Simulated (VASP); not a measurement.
# How a change of volume changes Ru

How do stress and energy of Ru follow a change of volume?

Method: r2SCAN; plane waves and PAW (Ru_pv), in the first sound run; inputs show where later runs differ, in VASP 6.6.1.

## 1. Set-up

It takes space group P6_3/mmc (No. 194, hexagonal). The conventional cell has a = 2.700 Å, b = 2.700 Å, c = 4.277 Å, α = 90.00°, β = 90.00°, γ = 120.00°. Nearest to Ru lie 12 Ru at 2.65 to 2.70 Å.

As a file:

```
Ru
1.0
     2.70000    0.00000    0.00000
    -1.35000    2.33827    0.00000
     0.00000    0.00000    4.27680
Ru
2
Direct
  0.00000 0.00000 0.00000
  0.33333 0.66667 0.50000
```

## 2. Relax the crystal, r2SCAN

The series starts from the cell that this level prefers, so that zero strain is near zero stress.

Level: r2SCAN; plane waves and PAW (Ru_pv).

Contents of INCAR:

```
SYSTEM = Ru
PREC = Accurate
ENCUT = 450
EDIFF = 1E-07
NELM = 120
ISMEAR = 1
SIGMA = 0.15
LREAL = .FALSE.
ALGO = Normal
METAGGA = R2SCAN
LASPH = .TRUE.
NBANDS = 20
LORBIT = 11
LWAVE = .FALSE.
LCHARG = .FALSE.
KPAR = 8
IBRION = 2
NSW = 40
ISIF = 3
EDIFFG = -0.005
POTIM = 0.4
```

Contents of POSCAR:

```
Ru
1.0
    2.7000000000      0.0000000000      0.0000000000
   -1.3500000000      2.3382685902      0.0000000000
    0.0000000000      0.0000000000      4.2768000000
Ru
2
Direct
    0.0000000000      0.0000000000      0.0000000000
    0.3333333333      0.6666666667      0.5000000000
```

Contents of KPOINTS:

```
Automatic mesh
0
Gamma
25 25 14
0 0 0
```

The projector-augmented-wave data sets are Ru_pv (PBE family, release 64).

Run with:

```bash
> mpirun -np 8 vasp_std
```

Output:

```text
[banner, memory and clock lines left out]
running    8 mpi-ranks, on    1 nodes
[...]
|                                                                             |
|           W    W    AA    RRRRR   N    N  II  N    N   GGGG   !!!           |
|           W    W   A  A   R    R  NN   N  II  NN   N  G    G  !!!           |
|           W    W  A    A  R    R  N N  N  II  N N  N  G       !!!           |
|           W WW W  AAAAAA  RRRRR   N  N N  II  N  N N  G  GGG   !            |
|           WW  WW  A    A  R   R   N   NN  II  N   NN  G    G                |
|           W    W  A    A  R    R  N    N  II  N    N   GGGG   !!!           |
|                                                                             |
|     For optimal performance we recommend to set                             |
|       NCORE = 2 up to number-of-cores-per-socket                            |
|     NCORE specifies how many cores store one orbital (NPAR=cpu/NCORE).      |
|     This setting can greatly improve the performance of VASP for DFT.       |
[...]
LDA part: xc-table for (None), standard interpolation
 POSCAR, INCAR and KPOINTS ok, starting setup
[...]
entering main loop
       N       E                     dE             d eps       ncg     rms          rms(c)
DAV:   1     0.234144551042E+03    0.23414E+03   -0.16030E+04 20824   0.141E+03
DAV:   2    -0.554799025898E+02   -0.28962E+03   -0.28151E+03 21460   0.447E+02
DAV:   3    -0.614223658491E+02   -0.59425E+01   -0.58911E+01 24124   0.721E+01
DAV:   4    -0.614758802093E+02   -0.53514E-01   -0.53323E-01 26632   0.647E+00
[...]
DAV:  13    -0.508552902842E+02   -0.14412E-06   -0.98071E-08 15484   0.235E-03    0.278E-04
DAV:  14    -0.508552904160E+02   -0.13180E-06   -0.26391E-09 11032   0.431E-04    0.850E-05
DAV:  15    -0.508552904401E+02   -0.24046E-07   -0.54659E-10 10640   0.203E-04
   1 F= -.50855290E+02 E0= -.50855390E+02  d E =-.508553E+02
[... from here on, the cycles between the ionic steps are left out ...]
   2 F= -.50854580E+02 E0= -.50854704E+02  d E =0.710829E-03
   3 F= -.50856026E+02 E0= -.50856133E+02  d E =-.735472E-03
   4 F= -.50856049E+02 E0= -.50856167E+02  d E =-.228722E-04
   5 F= -.50856144E+02 E0= -.50856256E+02  d E =-.117680E-03
[...]
reached required accuracy - stopping structural energy minimisation
```

Run time: 5.9 min. Hardware: 8 MPI ranks of Intel Xeon Platinum 8488C (Sapphire Rapids), shared host; peak memory 2.2 GiB; 39 min of CPU time.

Lines that name or quote the potential files are left out of all logs, and their timing lines are given in words.

Parts of OUTCAR (step 2):

```text
  Total        0.0024350      0.0024350      0.0030136     -0.0000000     -0.0000000      0.0000000
  in kB        0.1440175      0.1440175      0.1782382     -0.0000000     -0.0000000      0.0000000
  external PRESSURE =       0.1554244 kB  Pullay stress =       0.0000000 kB

 POSITION                                       TOTAL-FORCE (eV/Angst)
 -----------------------------------------------------------------------------------
     -0.00000      0.00000      4.26818         0.000000      0.000000     -0.000000
     -0.00000      1.56296      2.13409        -0.000000     -0.000000      0.000000
 -----------------------------------------------------------------------------------
    total drift:                                0.000000     -0.000000     -0.000000

  FREE ENERGIE OF THE ION-ELECTRON SYSTEM (eV)
  ---------------------------------------------------
  free  energy   TOTEN  =       -50.8561435920 eV

  energy  without entropy=      -50.8564818317  energy(sigma->0) =      -50.85625634

 reached required accuracy - stopping structural energy minimisation

[... 3 further parts left out ...]
[key lines of the parts left out:]
E-fermi :  12.7576
```

Numbers from this step:

| Property | Result |
| --- | --- |
| energy(sigma→0) of the program | -50.8563 eV |
| stress, compression positive | xx, yy, zz 0.01, 0.01, 0.02 GPa |
| volume | 27.089 Å³ |
| ionic steps | 5 |

## 3. Relax at fixed volume, r2SCAN

One member in full: the volume is scaled by 1.01, and shape and atoms relax at that volume.

Level: r2SCAN; plane waves and PAW (Ru_pv).

Edit INCAR of step 2 so:

```diff
@@ -15,7 +15,7 @@
 LCHARG = .FALSE.
-KPAR = 8
+KPAR = 2
 IBRION = 2
 NSW = 40
-ISIF = 3
-EDIFFG = -0.005
+ISIF = 4
+EDIFFG = -0.004
 POTIM = 0.4
```

Contents of POSCAR:

```
Ru
1.0
    2.7161141783      0.0000000000      0.0000000000
   -1.3580570892      2.3522238780      0.0000000000
    0.0000000000      0.0000000000      4.2823591835
Ru
2
Direct
    0.0000000000      0.0000000000      0.0000000000
    0.3333333333      0.6666666667      0.5000000000
```

KPOINTS is that of step 2.

Run with:

```bash
> mpirun -np 2 vasp_std
```

Output:

```text
[banner, memory and clock lines left out]
running    2 mpi-ranks, on    1 nodes
[...]
[... a notice as in an earlier step ...]

 LDA part: xc-table for (None), standard interpolation
 POSCAR, INCAR and KPOINTS ok, starting setup
[...]
entering main loop
       N       E                     dE             d eps       ncg     rms          rms(c)
DAV:   1     0.233766561216E+03    0.23377E+03   -0.16076E+04 20800   0.141E+03
DAV:   2    -0.554421291619E+02   -0.28921E+03   -0.28111E+03 21424   0.446E+02
DAV:   3    -0.614508902141E+02   -0.60088E+01   -0.59491E+01 24128   0.719E+01
DAV:   4    -0.615053468823E+02   -0.54457E-01   -0.54299E-01 26544   0.649E+00
[...]
DAV:  13    -0.508538979212E+02   -0.18734E-06   -0.10379E-07 16336   0.246E-03    0.252E-04
DAV:  14    -0.508538980335E+02   -0.11239E-06   -0.29450E-09 11180   0.437E-04    0.811E-05
DAV:  15    -0.508538980568E+02   -0.23223E-07   -0.47609E-10 10660   0.184E-04
   1 F= -.50853898E+02 E0= -.50854014E+02  d E =-.508539E+02
[...]
DAV:   3    -0.508539016814E+02    0.14308E-04   -0.48163E-05 21568   0.505E-02    0.760E-03
DAV:   4    -0.508539031164E+02   -0.14350E-05   -0.15162E-06 22092   0.148E-02    0.201E-03
DAV:   5    -0.508539033262E+02   -0.20980E-06   -0.28443E-08 10836   0.184E-03    0.501E-04
DAV:   6    -0.508539033513E+02   -0.25109E-07   -0.32945E-09 10460   0.575E-04
   2 F= -.50853903E+02 E0= -.50854023E+02  d E =-.529451E-05
 trial-energy change:   -0.000005  1 .order   -0.000005   -0.000021    0.000011
 step:   0.6572(harm=  0.6572)  dis= 0.00000  next Energy=   -50.853905 (dE=-0.704E-05)
[...]
N       E                     dE             d eps       ncg     rms          rms(c)
DAV:   1    -0.508539192846E+02   -0.15958E-04   -0.60686E-04 20964   0.198E-01    0.245E-02
DAV:   2    -0.508539076528E+02    0.11632E-04   -0.15982E-05 21056   0.347E-02    0.995E-03
DAV:   3    -0.508539053722E+02    0.22806E-05   -0.56644E-06 21524   0.173E-02    0.260E-03
DAV:   4    -0.508539052715E+02    0.10067E-06   -0.17394E-07 14416   0.508E-03    0.686E-04
DAV:   5    -0.508539052172E+02    0.54260E-07   -0.66605E-09 10416   0.857E-04
   3 F= -.50853905E+02 E0= -.50854023E+02  d E =-.716045E-05
[...]
reached required accuracy - stopping structural energy minimisation
```

Wall time 8.7 min (2 MPI ranks); peak memory 0.55 GiB.

Parts of OUTCAR (step 3):

```text
  Total       -0.5588289     -0.5588289     -0.5589122      0.0000000      0.0000000      0.0000000
  in kB      -32.7250014    -32.7250014    -32.7298806      0.0000000      0.0000000      0.0000000
  external PRESSURE =     -32.7266278 kB  Pullay stress =       0.0000000 kB

 POSITION                                       TOTAL-FORCE (eV/Angst)
 -----------------------------------------------------------------------------------
     -1.35829      2.35263      4.28088         0.000000      0.000000     -0.000000
     -0.00000      1.56842      2.14044         0.000000     -0.000000      0.000000
 -----------------------------------------------------------------------------------
    total drift:                                0.000000     -0.000000     -0.000000

  FREE ENERGIE OF THE ION-ELECTRON SYSTEM (eV)
  ---------------------------------------------------
  free  energy   TOTEN  =       -50.8539052172 eV

  energy  without entropy=      -50.8542598844  energy(sigma->0) =      -50.85402344

[... 2 parts as in an earlier step ...]

[... 2 further parts left out ...]
[key lines of the parts left out:]
E-fermi :  12.5762
```

This run gave:

```
energy(sigma→0) of the program : -50.8540 eV
stress, compression positive   : xx, yy, zz -3.27, -3.27, -3.27 GPa
ionic steps                    : 3
```

## 4. All members

The other members went through these steps as far as the tables show, with the same cutoff and, step by step, the same mesh; 8 runs are not shown. The session took 3.3 core hours (wall time by ranks) on a shared machine.

| volume over the relaxed volume | volume (Å³/atom) | pressure (GPa) | energy above the unstrained row, extrapolated to no smearing (meV/atom) |
| --- | --- | --- | --- |
| 0.940 | 12.732 | 24.348 | 59.472 |
| 0.960 | 13.003 | ? | ? |
| 0.980 | 13.274 | 7.216 | 6.404 |
| 0.990 | 13.409 | 3.515 | 1.682 |
| 1 | 13.544 | 0.021 | 0.000 |
| 1.010 | 13.680 | -3.273 | 1.189 |
| 1.020 | 13.815 | -6.384 | 5.089 |
| 1.040 | 14.086 | -12.077 | 20.395 |
| 1.060 | 14.357 | -17.137 | 44.793 |

## 5. A fit to the known rows

A least-squares cubic through the 8 rows shown, with u the logarithm of the volume ratio: pressure = − 854.7 u³ + 818.2 u² − 339.2 u + 0.02149 (GPa), r.m.s. residual 8.1e-4 GPa.

For the withheld row, u = -0.04082, the fit gives 15.292 GPa.

## 6. Checking the prediction

The calculation gives 15.289 GPa, so the prediction is 0.003 GPa too high.

A cubic of the pressure in ln(V/V₀) through all rows has the slope −B at V₀: B = 339 GPa, and its curvature gives B′ = 4.8.

## 7. Summary of results

* error of the predicted pressure: 0.003 GPa
* bulk modulus: 339 GPa

**Reading.** The slope of the energy gives 0.25 GPa at the relaxed volume where the pressure column has 0.02 GPa, a mark of the finite basis or of the smearing. These are static values: temperature and zero-point motion are left out. In a metal the slopes also depend on mesh and smearing, which were held through the series.

[Lines on the potential files, build, host, timing and source positions are cut from VASP's logs without a mark.]

[Logs are printed without paths, hosts, clocks, repeated set-up lines and the standing remarks that a program may print on its own settings, such as how far it seeks lower states.]

[Hosts, paths, dates, database ids (printed as entryN), source tags and the programs' standing remarks are cut or masked in the printed files.]

[In band tables of VASP the shares of atoms and orbitals are scaled to a sum of 1 inside the atoms' spheres.]
